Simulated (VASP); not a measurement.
These are PBE GGA, VASP's PBE PAW potentials (set 64) (plane waves; VASP) values and carry that method's errors.

A VASP calculation is set up with these files.

**INCAR**
```
# general
SYSTEM  = PtS2
PREC    = Accurate
ENCUT   = 500
LREAL   = F
LASPH   = T

# electronic loop
EDIFF   = 1E-6
NELM    = 100
ALGO    = Normal
LMAXMIX = 6

# smearing
ISMEAR  = 1
SIGMA   = 0.1

# functional
GGA     = PE

# ions
IBRION  = 2
NSW     = 40
ISIF    = 3
EDIFFG  = -0.02
PSTRESS = 100

# output
LWAVE   = F
LCHARG  = F
```

**POSCAR**
```
PtS2
1.0
  1.7791613848  -3.0815983898   0.0000000000
  1.7791613848   3.0815983898   0.0000000000
  0.0000000000   0.0000000000   4.3633069825
Pt S
1 2
Direct
  0.0000000000   0.0000000000   0.0000000000
  0.3333330000   0.6666670000   0.2738773585
  0.6666670000   0.3333330000   0.7261226415
```

**KPOINTS**
```
Automatic mesh
0
Gamma
10 10 7
0 0 0
```

POTCAR, in this order: Pt S (PBE.64 set). Program: vasp_std.

Output of the run:

OSZICAR:
```
       N       E                     dE             d eps       ncg     rms          rms(c)
DAV:   1     0.111904811488E+03    0.11190E+03   -0.10568E+04  2456   0.129E+03
DAV:   2    -0.115919410444E+02   -0.12350E+03   -0.12075E+03  3053   0.248E+02
DAV:   3    -0.163197191754E+02   -0.47278E+01   -0.47050E+01  3066   0.515E+01
DAV:   4    -0.163663293087E+02   -0.46610E-01   -0.46602E-01  3100   0.560E+00
DAV:   5    -0.163670205309E+02   -0.69122E-03   -0.69118E-03  3156   0.653E-01    0.198E+01
DAV:   6    -0.153859739488E+02    0.98105E+00   -0.77173E+00  2470   0.280E+01    0.134E+01
DAV:   7    -0.151641554497E+02    0.22182E+00   -0.13512E+00  2463   0.127E+01    0.625E+00
DAV:   8    -0.151461976725E+02    0.17958E-01   -0.75886E-02  2841   0.214E+00    0.144E+00
DAV:   9    -0.151419061908E+02    0.42915E-02   -0.12952E-02  2785   0.125E+00    0.245E-01
DAV:  10    -0.151420570211E+02   -0.15083E-03   -0.12961E-03  2974   0.294E-01    0.866E-02
DAV:  11    -0.151421031791E+02   -0.46158E-04   -0.10641E-04  2855   0.101E-01    0.234E-02
DAV:  12    -0.151420969692E+02    0.62099E-05   -0.42902E-05  2925   0.697E-02    0.858E-03
DAV:  13    -0.151420977268E+02   -0.75760E-06   -0.21538E-06  2172   0.152E-02
   1 F= -.12155845E+02 E0= -.12155632E+02  d E =-.121558E+02
```

**OUTCAR**
```
------------------------ aborting loop because EDIFF is reached ----------------------------------------
  FORCE on cell =-STRESS in cart. coord.  units (eV):
  Direction    XX          YY          ZZ          XY          YZ          ZX
  --------------------------------------------------------------------------------------
  Total        3.0077328      3.0077337      3.0066235      0.0000000      0.0000000      0.0000000
  in kB      100.7192976    100.7193287    100.6821491      0.0000000      0.0000000      0.0000000
  external PRESSURE =       0.7069251 kB  Pullay stress =     100.0000000 kB
  volume of cell :       47.85
      direct lattice vectors                 reciprocal lattice vectors
     1.779161385 -3.081598390  0.000000000     0.281031279 -0.162253460  0.000000000
     1.779161385  3.081598390  0.000000000     0.281031279  0.162253460  0.000000000
     0.000000000  0.000000000  4.363306983     0.000000000  0.000000000  0.229183966
 POSITION                                       TOTAL-FORCE (eV/Angst)
 -----------------------------------------------------------------------------------
      0.00000      0.00000      0.00000        -0.000000      0.000000      0.000000
      1.77916      1.02720      1.19501         0.000000      0.000000     -0.011294
      1.77916     -1.02720      3.16830         0.000000     -0.000000      0.011294
 -----------------------------------------------------------------------------------
    total drift:                                0.000000     -0.000000      0.000000
  FREE ENERGIE OF THE ION-ELECTRON SYSTEM (eV)
  ---------------------------------------------------
  free  energy   TOTEN  =       -15.1420977268 eV

  energy  without entropy=      -15.1414598792  energy(sigma->0) =      -15.14188511
  enthalpy is  TOTEN    =       -12.1558449620 eV   P V=        2.9862527648

 reached required accuracy - stopping structural energy minimisation
```
(Selected blocks of OUTCAR.)

Without a dispersion term in the relaxation, distances and binding between the weakly bound layers, chains or molecules are unreliable, and so is what depends on them.

The compound is PtS2 in the 1T layered structure. It was relaxed first under an external pressure of 10 GPa.
